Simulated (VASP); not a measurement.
**SnAu under strain**

How does the pressure of SnAu answer to a change of volume? The bands are shown for each cell. All runs use r2SCAN. Left out of this account: 1 further run (self-consistent run: a reference on another mesh). The start is a cell from a database of measured crystal structures.

Method: r2SCAN; plane waves and PAW (Sn_d, Au), in VASP 6.6.1.

This is a report of a sequence of runs, with most program output left out.

### 1. Set-up

It takes space group P6_3/mmc (No. 194, hexagonal). Conventional cell: a = 4.323 Å, b = 4.323 Å, c = 5.523 Å, α = 90.00°, β = 90.00°, γ = 120.00°. Sn has 6 Au at 2.85 Å nearest. Au has 2 Au at 2.76 Å and 6 Sn at 2.85 Å nearest. Farther neighbours are not listed.

### 2. Bands, cell as listed

Levels along the symmetry lines show where the bands peak and cross; KPOINTS_OPT computes them in the converged potential. r2SCAN adds the kinetic-energy density, costs more than a GGA and is run with LASPH.

Contents of INCAR:

```
SYSTEM = SnAu
PREC = Accurate
ENCUT = 400
EDIFF = 1E-06
NELM = 100
ISMEAR = -1
SIGMA = 0.05
LREAL = .FALSE.
ALGO = Normal
METAGGA = R2SCAN
LASPH = .TRUE.
NBANDS = 39
LORBIT = 11
LWAVE = .FALSE.
LCHARG = .FALSE.
KPAR = 4
```

Contents of POSCAR:

```
SnAu
1.0
    4.3230000000      0.0000000000      0.0000000000
   -2.1615000000      3.7438278206      0.0000000000
    0.0000000000      0.0000000000      5.5230000000
Sn Au
2 2
Direct
    0.3333333333      0.6666666667      0.2500000000
    0.6666666667      0.3333333333      0.7500000000
    0.0000000000      0.0000000000      0.0000000000
    0.0000000000      0.0000000000      0.5000000000
```

Contents of KPOINTS:

```
Automatic mesh
0
Gamma
8 8 6
0 0 0
```

Contents of KPOINTS_OPT:

```
Line mode
16
Line-mode
Reciprocal
  0.00000000   0.00000000   0.00000000 GAMMA
  0.50000000   0.00000000   0.00000000 M

  0.50000000   0.00000000   0.00000000 M
  0.33333333   0.33333333   0.00000000 K

  0.33333333   0.33333333   0.00000000 K
  0.00000000   0.00000000   0.00000000 GAMMA

  0.00000000   0.00000000   0.00000000 GAMMA
  0.00000000   0.00000000   0.50000000 A

  0.00000000   0.00000000   0.50000000 A
  0.50000000   0.00000000   0.50000000 L

  0.50000000   0.00000000   0.50000000 L
  0.33333333   0.33333333   0.50000000 H

  0.33333333   0.33333333   0.50000000 H
  0.00000000   0.00000000   0.50000000 A

  0.50000000   0.00000000   0.50000000 L
  0.50000000   0.00000000   0.00000000 M

  0.33333333   0.33333333   0.00000000 K
  0.33333333   0.33333333   0.50000000 H
```

Potentials, in the order of the species: Sn_d and Au (PBE family, release 64).

Run with:

```bash
$ mpirun -np 4 vasp_std
```

Elapsed: 2.1 min, on 4 MPI ranks of Intel Xeon 6975P-C (Granite Rapids), shared host; peak memory 1 GiB.

Spin-orbit coupling is off here; with elements this heavy it splits and shifts levels by tenths of an eV or more. The PAW data sets were made with PBE, which is usual practice but a small mismatch for other functionals. At this level the cell is under a pressure of 2.9 GPa, so at these settings it is away from equilibrium.

This step gave:

```yaml
electronic_steps: 14
electrons: 50
bands: 39
irreducible_k_points: 40
symmetry_operations: 24
free_energy_toten: -151.2093 eV
energy_at_zero_smearing: -151.2057 eV
fermi_energy: 8.661 eV
pressure: 2.911 GPa
metallic: yes
```

The electronic bands at the labelled points (eV, zero at the Fermi level; # counts the bands kept):

| point | #12 | #13 | #14 | #15 | #16 | #17 | #18 | #19 |
| --- | --- | --- | --- | --- | --- | --- | --- | --- |
| Γ | -4.13 | -1.06 | 0.79 | 0.79 | 3.12 | 3.26 | 3.42 | 3.42 |
| 0.47 of the way | -4.13 | -2.67 | -1.23 | -0.71 | 1.08 | 3.00 | 4.36 | 4.50 |
| M | -4.12 | -2.29 | -2.10 | -2.05 | -1.16 | 0.73 | 3.87 | 5.03 |
| 0.47 of the way | -4.14 | -3.49 | -1.98 | -1.60 | 0.06 | 0.66 | 2.74 | 2.82 |
| K | -4.17 | -4.17 | -1.45 | -0.33 | -0.33 | 1.08 | 1.08 | 1.54 |
| 0.47 of the way | -4.13 | -3.75 | -1.87 | -1.32 | 2.06 | 2.47 | 2.67 | 3.06 |
| Γ | -4.13 | -1.06 | 0.79 | 0.79 | 3.12 | 3.26 | 3.42 | 3.42 |
| 0.47 of the way | -4.52 | -1.18 | 1.35 | 1.35 | 2.29 | 3.30 | 3.30 | 3.79 |
| A | -5.25 | 0.16 | 0.16 | 2.59 | 2.59 | 2.59 | 2.59 | 4.90 |
| 0.53 of the way | -5.16 | -1.77 | -1.77 | 1.23 | 1.23 | 1.50 | 1.50 | 4.37 |
| L | -4.84 | -4.21 | -4.21 | 0.48 | 0.48 | 1.76 | 1.76 | 5.02 |
| 0.53 of the way | -4.92 | -3.87 | -3.87 | -1.46 | -1.46 | 4.07 | 4.07 | 5.33 |
| H | -5.10 | -3.52 | -3.52 | -2.50 | -2.50 | 5.23 | 5.23 | 6.22 |
| 0.47 of the way | -5.09 | -1.97 | -1.97 | -0.54 | -0.54 | 2.98 | 2.98 | 5.04 |
| A | -5.25 | 0.16 | 0.16 | 2.59 | 2.59 | 2.59 | 2.59 | 4.90 |
| jump to L | -4.84 | -4.21 | -4.21 | 0.48 | 0.48 | 1.76 | 1.76 | 5.02 |
| 0.47 of the way | -4.42 | -3.85 | -3.40 | -1.13 | 0.41 | 2.46 | 2.63 | 3.12 |
| M | -4.12 | -2.29 | -2.10 | -2.05 | -1.16 | 0.73 | 3.87 | 5.03 |
| jump to K | -4.17 | -4.17 | -1.45 | -0.33 | -0.33 | 1.08 | 1.08 | 1.54 |
| 0.47 of the way | -3.93 | -3.93 | -3.30 | -1.54 | -1.54 | 2.86 | 2.86 | 3.60 |
| H | -5.10 | -3.52 | -3.52 | -2.50 | -2.50 | 5.23 | 5.23 | 6.22 |

Of the projections kept (Sn, Au), the largest for each band there; the rest of the weight can lie on other orbitals:

| point | #12 | #13 | #14 | #15 | #16 | #17 | #18 | #19 |
| --- | --- | --- | --- | --- | --- | --- | --- | --- |
| Γ | Au 1.00 | Au 0.88 | Sn 0.65 | Sn 0.65 | Sn 0.61 | Au 0.62 | Sn 0.63 | Sn 0.63 |
| M | Au 1.00 | Sn 0.59 | Sn 0.70 | Sn 0.76 | Au 0.54 | Au 0.82 | Au 0.59 | Sn 0.74 |
| K | Au 0.99 | Au 0.99 | Sn 0.50 | Sn 0.61 | Sn 0.61 | Sn 0.62 | Sn 0.62 | Au 0.92 |
| Γ | Au 1.00 | Au 0.88 | Sn 0.65 | Sn 0.65 | Sn 0.61 | Au 0.62 | Sn 0.63 | Sn 0.63 |
| A | Au 0.99 | Sn 0.75 | Sn 0.75 | Sn 0.61 | Sn 0.61 | Sn 0.61 | Sn 0.61 | Au 0.63 |
| L | Au 0.93 | Au 0.79 | Au 0.79 | Sn 0.55 | Sn 0.55 | Sn 0.54 | Sn 0.54 | Sn 0.70 |

There is no gap at this level.

### 3. Bands, volume times 1.04

The cell is expanded evenly, with fractional positions held.

INCAR is that of step 2.

Contents of POSCAR:

```
SnAu
1.0
    4.3798881027      0.0000000000      0.0000000000
   -2.1899440514      3.7930943627      0.0000000000
    0.0000000000      0.0000000000      5.5956793873
Sn Au
2 2
Direct
    0.3333333333      0.6666666667      0.2500000000
    0.6666666667      0.3333333333      0.7500000000
    0.0000000000      0.0000000000      0.0000000000
    0.0000000000      0.0000000000      0.5000000000
```

KPOINTS is that of step 2.

KPOINTS_OPT is that of step 2.

Run with:

```bash
$ mpirun -np 4 vasp_std
```

Elapsed: 2.6 min, on 4 MPI ranks; peak memory 1.1 GiB.

This step gave:

- free energy (TOTEN): -151.2335 eV
- energy at zero smearing: -151.2304 eV
- Fermi energy: 8.034 eV
- pressure: -0.8121 GPa

The electronic bands at the labelled points (eV, zero at the Fermi level; # counts the bands kept):

| point | #12 | #13 | #14 | #15 | #16 | #17 | #18 | #19 |
| --- | --- | --- | --- | --- | --- | --- | --- | --- |
| Γ | -3.94 | -1.01 | 0.89 | 0.89 | 3.02 | 3.17 | 3.36 | 3.36 |
| 0.47 of the way | -3.93 | -2.52 | -1.16 | -0.55 | 1.06 | 2.99 | 4.28 | 4.54 |
| M | -3.93 | -2.07 | -1.87 | -1.82 | -1.24 | 0.72 | 3.89 | 4.90 |
| 0.47 of the way | -3.94 | -3.31 | -1.77 | -1.40 | 0.05 | 0.68 | 2.74 | 2.78 |
| K | -3.97 | -3.97 | -1.25 | -0.18 | -0.18 | 1.06 | 1.06 | 1.50 |
| 0.47 of the way | -3.94 | -3.56 | -1.68 | -1.22 | 2.03 | 2.43 | 2.69 | 3.04 |
| Γ | -3.94 | -1.01 | 0.89 | 0.89 | 3.02 | 3.17 | 3.36 | 3.36 |
| 0.47 of the way | -4.29 | -1.14 | 1.41 | 1.41 | 2.13 | 3.25 | 3.25 | 3.82 |
| A | -4.98 | 0.11 | 0.11 | 2.59 | 2.59 | 2.59 | 2.59 | 4.76 |
| 0.53 of the way | -4.90 | -1.70 | -1.70 | 1.29 | 1.29 | 1.49 | 1.49 | 4.34 |
| L | -4.60 | -4.00 | -4.00 | 0.58 | 0.58 | 1.71 | 1.71 | 4.95 |
| 0.47 of the way | -4.65 | -3.76 | -3.76 | -1.08 | -1.08 | 3.66 | 3.66 | 5.17 |
| H | -4.84 | -3.39 | -3.39 | -2.30 | -2.30 | 5.10 | 5.10 | 6.09 |
| 0.47 of the way | -4.83 | -1.89 | -1.89 | -0.42 | -0.42 | 2.94 | 2.94 | 4.96 |
| A | -4.98 | 0.11 | 0.11 | 2.59 | 2.59 | 2.59 | 2.59 | 4.76 |
| jump to L | -4.60 | -4.00 | -4.00 | 0.58 | 0.58 | 1.71 | 1.71 | 4.95 |
| 0.47 of the way | -4.20 | -3.62 | -3.22 | -0.96 | 0.38 | 2.50 | 2.61 | 3.07 |
| M | -3.93 | -2.07 | -1.87 | -1.82 | -1.24 | 0.72 | 3.89 | 4.90 |
| jump to K | -3.97 | -3.97 | -1.25 | -0.18 | -0.18 | 1.06 | 1.06 | 1.50 |
| 0.53 of the way | -3.70 | -3.70 | -3.42 | -1.57 | -1.57 | 3.16 | 3.16 | 3.93 |
| H | -4.84 | -3.39 | -3.39 | -2.30 | -2.30 | 5.10 | 5.10 | 6.09 |

Of the projections kept (Sn, Au), the largest for each band there; the rest of the weight can lie on other orbitals:

| point | #12 | #13 | #14 | #15 | #16 | #17 | #18 | #19 |
| --- | --- | --- | --- | --- | --- | --- | --- | --- |
| Γ | Au 1.00 | Au 0.88 | Sn 0.66 | Sn 0.66 | Au 0.62 | Sn 0.59 | Sn 0.64 | Sn 0.64 |
| M | Au 1.00 | Sn 0.60 | Sn 0.70 | Sn 0.77 | Au 0.55 | Au 0.83 | Au 0.59 | Sn 0.75 |
| K | Au 1.00 | Au 1.00 | Sn 0.51 | Sn 0.62 | Sn 0.62 | Sn 0.62 | Sn 0.62 | Au 0.92 |
| Γ | Au 1.00 | Au 0.88 | Sn 0.66 | Sn 0.66 | Au 0.62 | Sn 0.59 | Sn 0.64 | Sn 0.64 |
| A | Au 0.99 | Sn 0.74 | Sn 0.74 | Sn 0.62 | Sn 0.62 | Sn 0.62 | Sn 0.62 | Au 0.62 |
| L | Au 0.93 | Au 0.80 | Au 0.80 | Sn 0.56 | Sn 0.56 | Sn 0.54 | Sn 0.54 | Sn 0.70 |

 The pressure is -0.81 GPa.

For the pressure, step 2 gave 2.91 GPa; this run, with cell volume +4.0 %, gives -0.812 GPa.

### 4. Bands, volume times 1.08

INCAR is that of step 3.

Contents of POSCAR:

```
SnAu
1.0
    4.4353356105      0.0000000000      0.0000000000
   -2.2176678052      3.8411133130      0.0000000000
    0.0000000000      0.0000000000      5.6665182921
Sn Au
2 2
Direct
    0.3333333333      0.6666666667      0.2500000000
    0.6666666667      0.3333333333      0.7500000000
    0.0000000000      0.0000000000      0.0000000000
    0.0000000000      0.0000000000      0.5000000000
```

KPOINTS is that of step 3.

KPOINTS_OPT is that of step 3.

Run with:

```bash
$ mpirun -np 4 vasp_std
```

Elapsed: 2.5 min, on 4 MPI ranks; peak memory 1.1 GiB.

This step gave:

```
free energy (TOTEN)     : -151.1843 eV
energy at zero smearing : -151.1804 eV
Fermi energy            : 7.469 eV
pressure                : -3.670 GPa
```

The electronic bands at the labelled points (eV, zero at the Fermi level; # counts the bands kept):

| point | #12 | #13 | #14 | #15 | #16 | #17 | #18 | #19 |
| --- | --- | --- | --- | --- | --- | --- | --- | --- |
| Γ | -3.77 | -0.98 | 0.97 | 0.97 | 2.78 | 3.20 | 3.30 | 3.30 |
| 0.47 of the way | -3.77 | -2.39 | -1.10 | -0.42 | 1.04 | 2.98 | 4.18 | 4.54 |
| M | -3.76 | -1.87 | -1.68 | -1.62 | -1.31 | 0.71 | 3.89 | 4.76 |
| 0.47 of the way | -3.77 | -3.17 | -1.59 | -1.22 | 0.03 | 0.68 | 2.72 | 2.74 |
| K | -3.80 | -3.80 | -1.08 | -0.06 | -0.06 | 1.04 | 1.04 | 1.45 |
| 0.53 of the way | -3.77 | -2.89 | -1.19 | -1.12 | 2.12 | 2.57 | 3.08 | 3.46 |
| Γ | -3.77 | -0.98 | 0.97 | 0.97 | 2.78 | 3.20 | 3.30 | 3.30 |
| 0.53 of the way | -4.18 | -1.08 | 1.59 | 1.59 | 1.75 | 3.15 | 3.15 | 3.97 |
| A | -4.74 | 0.05 | 0.05 | 2.56 | 2.56 | 2.56 | 2.56 | 4.62 |
| 0.53 of the way | -4.66 | -1.64 | -1.64 | 1.34 | 1.34 | 1.47 | 1.47 | 4.29 |
| L | -4.39 | -3.83 | -3.83 | 0.66 | 0.66 | 1.66 | 1.66 | 4.86 |
| 0.47 of the way | -4.44 | -3.61 | -3.61 | -0.98 | -0.98 | 3.57 | 3.57 | 5.07 |
| H | -4.61 | -3.29 | -3.29 | -2.13 | -2.13 | 4.96 | 4.96 | 5.95 |
| 0.53 of the way | -4.64 | -1.42 | -1.42 | 0.07 | 0.07 | 2.60 | 2.60 | 4.73 |
| A | -4.74 | 0.05 | 0.05 | 2.56 | 2.56 | 2.56 | 2.56 | 4.62 |
| jump to L | -4.39 | -3.83 | -3.83 | 0.66 | 0.66 | 1.66 | 1.66 | 4.86 |
| 0.53 of the way | -3.97 | -3.18 | -2.91 | -0.99 | 0.14 | 2.28 | 2.80 | 3.18 |
| M | -3.76 | -1.87 | -1.68 | -1.62 | -1.31 | 0.71 | 3.89 | 4.76 |
| jump to K | -3.80 | -3.80 | -1.08 | -0.06 | -0.06 | 1.04 | 1.04 | 1.45 |
| 0.53 of the way | -3.56 | -3.56 | -3.21 | -1.44 | -1.44 | 3.10 | 3.10 | 3.85 |
| H | -4.61 | -3.29 | -3.29 | -2.13 | -2.13 | 4.96 | 4.96 | 5.95 |

Of the projections kept (Sn, Au), the largest for each band there; the rest of the weight can lie on other orbitals:

| point | #12 | #13 | #14 | #15 | #16 | #17 | #18 | #19 |
| --- | --- | --- | --- | --- | --- | --- | --- | --- |
| Γ | Au 1.00 | Au 0.88 | Sn 0.67 | Sn 0.67 | Au 0.61 | Sn 0.57 | Sn 0.64 | Sn 0.64 |
| M | Au 1.00 | Sn 0.61 | Sn 0.71 | Sn 0.77 | Au 0.56 | Au 0.83 | Au 0.58 | Sn 0.75 |
| K | Au 1.00 | Au 1.00 | Sn 0.52 | Sn 0.63 | Sn 0.63 | Sn 0.62 | Sn 0.62 | Au 0.93 |
| Γ | Au 1.00 | Au 0.88 | Sn 0.67 | Sn 0.67 | Au 0.61 | Sn 0.57 | Sn 0.64 | Sn 0.64 |
| A | Au 0.99 | Sn 0.73 | Sn 0.73 | Sn 0.63 | Sn 0.63 | Sn 0.63 | Sn 0.63 | Au 0.61 |
| L | Au 0.94 | Au 0.81 | Au 0.81 | Sn 0.57 | Sn 0.57 | Sn 0.55 | Sn 0.55 | Sn 0.70 |

 The pressure is -3.67 GPa.

For the pressure, step 2 gave 2.91 GPa; this run, with cell volume +8.0 %, gives -3.67 GPa.

### 5. Bands, sheared, principal strains -2.9, -0.1, +3.1 %

The cell is sheared at fixed volume, which lowers its symmetry.

INCAR is that of step 4.

Contents of POSCAR:

```
SnAu
1.0
    4.2678940000     -0.1059480000     -0.0368070000
   -2.2257010000      3.8271210000      0.0570140000
   -0.0470240000      0.0569590000      5.5536860000
Sn Au
2 2
Direct
    0.3333333333      0.6666666667      0.2500000000
    0.6666666667      0.3333333333      0.7500000000
    0.0000000000      0.0000000000      0.0000000000
    0.0000000000      0.0000000000      0.5000000000
```

KPOINTS is that of step 4.

Contents of KPOINTS_OPT:

```
Line mode
16
Line-mode
Reciprocal
  0.00000000   0.50000000   0.00000000 X
  0.00000000   0.00000000   0.00000000 GAMMA

  0.00000000   0.00000000   0.00000000 GAMMA
  0.00000000   0.00000000   0.50000000 Y

  0.00000000   0.50000000   0.50000000 L
  0.00000000   0.00000000   0.00000000 GAMMA

  0.00000000   0.00000000   0.00000000 GAMMA
  0.50000000  -0.50000000  -0.50000000 Z

  0.50000000   0.00000000  -0.50000000 N
  0.00000000   0.00000000   0.00000000 GAMMA

  0.00000000   0.00000000   0.00000000 GAMMA
  0.50000000  -0.50000000   0.00000000 M

  0.50000000   0.00000000   0.00000000 R
  0.00000000   0.00000000   0.00000000 GAMMA
```

Run with:

```bash
$ mpirun -np 4 vasp_std
```

Run time: 4.3 min. Hardware: 4 MPI ranks; peak memory 2.6 GiB.

The path and its labels are those of the sheared lattice, so a letter need not mean the same point as in the unstrained cell.

Numbers from this step:

```yaml
irreducible_k_points: 196
symmetry_operations: 2
free_energy_toten: -151.1672 eV
energy_at_zero_smearing: -151.1630 eV
fermi_energy: 8.630 eV
pressure: 2.985 GPa
```

The electronic bands at the labelled points (eV, zero at the Fermi level; # counts the bands kept):

| point | #11 | #12 | #13 | #14 | #15 | #16 | #17 | #18 |
| --- | --- | --- | --- | --- | --- | --- | --- | --- |
| X | -4.21 | -4.13 | -2.41 | -2.05 | -1.85 | -1.10 | 0.64 | 4.02 |
| 0.47 of the way | -4.18 | -4.14 | -3.07 | -1.35 | -0.80 | 0.85 | 2.40 | 4.41 |
| Γ | -4.15 | -4.13 | -1.11 | 0.71 | 1.00 | 2.91 | 3.22 | 3.41 |
| 0.53 of the way | -4.61 | -4.59 | -1.16 | 1.40 | 1.69 | 2.03 | 3.21 | 3.29 |
| Y | -5.18 | -5.17 | 0.13 | 0.15 | 2.38 | 2.46 | 2.79 | 2.85 |
| jump to L | -4.82 | -4.75 | -4.22 | -4.21 | 0.62 | 0.66 | 1.98 | 2.00 |
| 0.53 of the way | -4.59 | -4.53 | -2.30 | -0.71 | 0.02 | 0.20 | 3.08 | 3.45 |
| Γ | -4.15 | -4.13 | -1.11 | 0.71 | 1.00 | 2.91 | 3.22 | 3.41 |
| 0.53 of the way | -4.67 | -4.60 | -2.70 | -0.77 | -0.33 | 0.12 | 2.92 | 3.41 |
| Z | -4.83 | -4.76 | -4.24 | -4.21 | 0.69 | 0.73 | 2.05 | 2.09 |
| jump to N | -4.78 | -4.77 | -4.11 | -4.11 | 0.22 | 0.22 | 1.42 | 1.42 |
| 0.53 of the way | -4.55 | -4.54 | -2.06 | -0.78 | -0.25 | 0.49 | 2.85 | 3.17 |
| Γ | -4.15 | -4.13 | -1.11 | 0.71 | 1.00 | 2.91 | 3.22 | 3.41 |
| 0.47 of the way | -4.18 | -4.14 | -2.67 | -1.29 | -0.49 | 1.18 | 2.78 | 4.42 |
| M | -4.21 | -4.13 | -2.42 | -2.06 | -1.79 | -1.10 | 0.62 | 4.08 |
| jump to R | -4.21 | -4.13 | -2.37 | -2.21 | -1.87 | -1.16 | 0.79 | 3.72 |
| 0.47 of the way | -4.19 | -4.13 | -3.00 | -1.32 | -1.13 | 0.69 | 2.90 | 4.21 |
| Γ | -4.15 | -4.13 | -1.11 | 0.71 | 1.00 | 2.91 | 3.22 | 3.41 |

Of the projections kept (Sn, Au), the largest for each band there; the rest of the weight can lie on other orbitals:

| point | #11 | #12 | #13 | #14 | #15 | #16 | #17 | #18 |
| --- | --- | --- | --- | --- | --- | --- | --- | --- |
| X | Au 0.99 | Au 1.00 | Sn 0.61 | Sn 0.74 | Sn 0.69 | Au 0.53 | Au 0.83 | Au 0.60 |
| Γ | Au 1.00 | Au 1.00 | Au 0.88 | Sn 0.66 | Sn 0.66 | Au 0.54 | Sn 0.61 | Sn 0.62 |
| Y | Au 0.99 | Au 0.99 | Sn 0.75 | Sn 0.75 | Sn 0.60 | Sn 0.61 | Sn 0.62 | Sn 0.62 |
| L | Au 0.94 | Au 0.94 | Au 0.80 | Au 0.79 | Sn 0.56 | Sn 0.56 | Sn 0.55 | Sn 0.56 |
| Γ | Au 1.00 | Au 1.00 | Au 0.88 | Sn 0.66 | Sn 0.66 | Au 0.54 | Sn 0.61 | Sn 0.62 |
| Z | Au 0.94 | Au 0.94 | Au 0.80 | Au 0.79 | Sn 0.57 | Sn 0.56 | Sn 0.56 | Sn 0.57 |

Force by atom:

| atom | x (eV/Å) | y (eV/Å) | z (eV/Å) | size |
| --- | --- | --- | --- | --- |
| Sn1 | -0.315 | -0.143 | -0.011 | 0.346 |
| Sn2 | 0.315 | 0.143 | 0.011 | 0.346 |
| Au3 | 0.000 | 0.000 | 0.000 | 0.000 |
| Au4 | 0.000 | 0.000 | 0.000 | 0.000 |

 The pressure is 2.99 GPa, and the symmetry operations fall from 24 to 2.

[end of part 1 of 2]

[Lines on the potential files, build, host, timing and source positions are cut from VASP's logs without a mark.]

[Logs are printed without paths, hosts, clocks, repeated set-up lines and the standing remarks that a program may print on its own settings, such as how far it seeks lower states.]

[Hosts, paths, dates, database ids (printed as entryN), source tags and the programs' standing remarks are cut or masked in the printed files.]

[A measured line is paired with the nearest computed mode of its activity, which favours agreement.]
